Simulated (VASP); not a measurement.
A run of VASP 6.6.1 is set up as follows.

INCAR

```
PREC = Accurate ; ENCUT = 900
EDIFF = 1E-6 ; ISMEAR = -1
SIGMA = 0.05 ; LREAL = False
LASPH = True ; NELM = 80
ALGO = Normal ; ISIF = 3
LWAVE = False ; LCHARG = False
GGA = PE ; IBRION = 2
NSW = 60 ; EDIFFG = -0.005
```

The input KPOINTS:

```
Automatic mesh
0
Gamma
  8 8 8
```

The input POSCAR:

```
Pt2F
1.0
    0.0000000000      2.8524300000      2.8524300000
    2.8524300000      0.0000000000      2.8524300000
    2.8524300000      2.8524300000      0.0000000000
Pt F
2 1
Direct
    0.2500000000      0.2500000000      0.2500000000
    0.7500000000      0.7500000000      0.7500000000
    0.0000000000      0.0000000000      0.0000000000
```

Potentials or basis: VASP PAW PBE potentials, release 64 (Pt_GW, F_GW).

Launch:

```console
$ cat potpaw_PBE.64/Pt_GW/POTCAR potpaw_PBE.64/F_GW/POTCAR > POTCAR
$ mpirun -np 1 vasp_std > vasp.out
```

**Question.** Predict the relaxed cell.

**Answer.** a = 4.029 Å, b = 4.029 Å, c = 4.029 Å, α = 60.00°, β = 60.00°, γ = 60.00°.

**Question.** Predict the relaxed volume.

**Answer.** 15.42 Å³/atom.

**Question.** Predict the band gap on the k mesh.

**Answer.** None (metal or under the smearing width).

**Question.** Estimate the space group after relaxing (to 0.05 Å).

**Answer.** Fm-3m (No. 225).

Final structure:
```
Pt F
1.0
     0.00000    2.84902    2.84902
     2.84902    0.00000    2.84902
     2.84902    2.84902    0.00000
Pt F
2 1
Cartesian
  1.4245 1.4245 1.4245
  4.2735 4.2735 4.2735
  0.0000 0.0000 0.0000
```

Caveat: an odd number of electrons without spin polarisation forces a metal; a magnetic or distorted state may lie lower. The run has no spin-orbit coupling, so splittings on Pt are missing.
